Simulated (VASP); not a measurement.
Given:

```
AgBr
1.0
    0.00000     2.91261     2.91261
    2.91261     0.00000     2.91261
    2.91261     2.91261     0.00000
Ag Br
1 1
Direct
  0.00000   0.00000   0.00000
  0.50000   0.50000   0.50000
```

The numbers are results of PW91 GGA, VASP's PBE PAW potentials (set 64) (plane waves; VASP 6.6.1), not measurements. Run with 520 eV cut-off, 7×7×7 Γ-centred mesh, Gaussian smearing of 0.050 eV, potentials Ag Br.

Task: What does the run give for the energy per atom (σ→0)?

Result: 
The energy per atom (σ→0) comes out as -244.5 kJ/mol of atoms.

Total energies compare only between runs with the same potentials, cut-off and functional.

The compound is AgBr in the rock salt structure. It was relaxed first. The start is the result of an earlier pass.
